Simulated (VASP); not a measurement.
Output of a VASP run:

**OSZICAR**
```
...
DAV:   1    -0.746009116304E+01   -0.50945E+00   -0.10004E+01   468   0.318E+01    0.427E+00
DAV:   2    -0.707004274115E+01    0.39005E+00   -0.93235E-01   448   0.879E+00    0.159E+00
DAV:   3    -0.699533344654E+01    0.74709E-01   -0.23761E-01   652   0.416E+00    0.101E+00
DAV:   4    -0.699628785504E+01   -0.95441E-03   -0.11483E-02   728   0.612E-01    0.567E-01
DAV:   5    -0.699778195641E+01   -0.14941E-02   -0.43527E-03   672   0.313E-01    0.122E-01
DAV:   6    -0.699789530707E+01   -0.11335E-03   -0.13409E-04   460   0.129E-01    0.323E-02
DAV:   7    -0.699792198880E+01   -0.26682E-04   -0.14676E-05   596   0.358E-02    0.114E-02
DAV:   8    -0.699792040109E+01    0.15877E-05   -0.47157E-06   488   0.157E-02    0.270E-03
DAV:   9    -0.699792078380E+01   -0.38271E-06   -0.34463E-07   332   0.559E-03
   2 F= -.69979208E+01 E0= -.69979208E+01  d E =-.472841E-01
       N       E                     dE             d eps       ncg     rms          rms(c)
DAV:   1    -0.769371076913E+01   -0.69579E+00   -0.14642E+01   476   0.387E+01    0.517E+00
DAV:   2    -0.713246340992E+01    0.56125E+00   -0.13197E+00   448   0.106E+01    0.193E+00
DAV:   3    -0.702134312304E+01    0.11112E+00   -0.35691E-01   640   0.515E+00    0.121E+00
DAV:   4    -0.702316178883E+01   -0.18187E-02   -0.19913E-02   696   0.766E-01    0.683E-01
DAV:   5    -0.702540486732E+01   -0.22431E-02   -0.55461E-03   668   0.333E-01    0.164E-01
DAV:   6    -0.702566727152E+01   -0.26240E-03   -0.22546E-04   580   0.146E-01    0.392E-02
DAV:   7    -0.702569774748E+01   -0.30476E-04   -0.27851E-05   648   0.454E-02    0.117E-02
DAV:   8    -0.702569625373E+01    0.14937E-05   -0.23435E-06   456   0.126E-02    0.241E-03
DAV:   9    -0.702569646033E+01   -0.20660E-06   -0.29268E-07   312   0.494E-03
   3 F= -.70256965E+01 E0= -.70256965E+01  d E =-.750598E-01
       N       E                     dE             d eps       ncg     rms          rms(c)
DAV:   1    -0.706756830366E+01   -0.41872E-01   -0.90485E-01   472   0.964E+00    0.130E+00
DAV:   2    -0.703353101037E+01    0.34037E-01   -0.82630E-02   468   0.266E+00    0.482E-01
DAV:   3    -0.702634138093E+01    0.71896E-02   -0.22422E-02   648   0.129E+00    0.360E-01
DAV:   4    -0.702648728667E+01   -0.14591E-03   -0.11572E-03   720   0.193E-01    0.182E-01
DAV:   5    -0.702663629761E+01   -0.14901E-03   -0.59269E-04   672   0.125E-01    0.286E-02
DAV:   6    -0.702663292746E+01    0.33702E-05   -0.19117E-05   556   0.455E-02    0.127E-02
DAV:   7    -0.702663879137E+01   -0.58639E-05   -0.39164E-06   512   0.159E-02    0.806E-03
DAV:   8    -0.702663750076E+01    0.12906E-05   -0.68526E-07   320   0.834E-03    0.103E-03
DAV:   9    -0.702663737361E+01    0.12715E-06   -0.18401E-07   248   0.364E-03
   4 F= -.70266374E+01 E0= -.70266374E+01  d E =-.760007E-01
       N       E                     dE             d eps       ncg     rms          rms(c)
DAV:   1    -0.702783750468E+01   -0.12000E-02   -0.25913E-02   480   0.163E+00    0.228E-01
DAV:   2    -0.702687189435E+01    0.96561E-03   -0.23812E-03   488   0.450E-01    0.829E-02
DAV:   3    -0.702666643480E+01    0.20546E-03   -0.63177E-04   644   0.215E-01    0.650E-02
DAV:   4    -0.702666665837E+01   -0.22357E-06   -0.26214E-05   720   0.310E-02    0.320E-02
DAV:   5    -0.702666663003E+01    0.28333E-07   -0.20893E-05   672   0.246E-02    0.517E-03
DAV:   6    -0.702666625647E+01    0.37356E-06   -0.58069E-07   312   0.846E-03
   5 F= -.70266663E+01 E0= -.70266663E+01  d E =-.760296E-01
```

OUTCAR:
```
------------------------ aborting loop because EDIFF is reached ----------------------------------------
  FORCE on cell =-STRESS in cart. coord.  units (eV):
  Direction    XX          YY          ZZ          XY          YZ          ZX
  --------------------------------------------------------------------------------------
  Total       -0.0051467     -0.0051467     -0.0051467      0.0000000      0.0000000      0.0000000
  in kB       -0.1351897     -0.1351897     -0.1351897      0.0000000      0.0000000      0.0000000
  external PRESSURE =      -0.1351897 kB  Pullay stress =       0.0000000 kB
  volume of cell :       60.99
      direct lattice vectors                 reciprocal lattice vectors
     0.000000000  3.124309086  3.124309086    -0.160035383  0.160035383  0.160035383
     3.124309086  0.000000000  3.124309086     0.160035383 -0.160035383  0.160035383
     3.124309086  3.124309086  0.000000000     0.160035383  0.160035383 -0.160035383
  FREE ENERGIE OF THE ION-ELECTRON SYSTEM (eV)
  ---------------------------------------------------
  free  energy   TOTEN  =        -7.0266662565 eV

  energy  without entropy=       -7.0266662565  energy(sigma->0) =       -7.02666626

 reached required accuracy - stopping structural energy minimisation
```
(Selected blocks of OUTCAR.)

### POSCAR
```
KCl
1
    0.0000000000     3.2940000000     3.2940000000
    3.2940000000     0.0000000000     3.2940000000
    3.2940000000     3.2940000000     0.0000000000
K Cl
1 1
Direct
  0.0000000000   0.0000000000   0.0000000000
  0.5000000000   0.5000000000   0.5000000000
```

**Question.** Write an INCAR and KPOINTS that could have produced this output.

**Answer.** This is not unique; one that fits is the input of the run itself, PBEsol GGA, plane waves, VASP's PBE PAW potentials (set 64).

**INCAR**
```
! general
SYSTEM = KCl
PREC   = Accurate
ENCUT  = 400   ! plane-wave cut-off (eV)
LREAL  = F   ! projection in real space or not
LASPH  = T   ! aspherical one-centre terms

! electronic loop
EDIFF  = 1E-6
NELM   = 100   ! most electronic steps
ALGO   = Normal

! smearing
ISMEAR = 0   ! Gaussian
SIGMA  = 0.05   ! width (eV)

! functional
GGA    = PS   ! PBEsol

! ions
IBRION = 2   ! conjugate gradients
NSW    = 60   ! most ionic steps
ISIF   = 3   ! ions, shape and volume
EDIFFG = -0.01   ! ionic stop

! output
LWAVE  = F
LCHARG = F
```

**KPOINTS**
```
Automatic mesh
0
Gamma
6 6 6
0 0 0
```

POTCAR, in this order: K_sv Cl (PBE.64 set). Program: vasp_std.

Energy and stress use the plane-wave basis of the starting cell.

The structure was generated: KCl was put into the rock salt type (Fm-3m), which need not be its known phase. This run relaxes it. Symmetry was kept, so distortions that lower it aren't found.
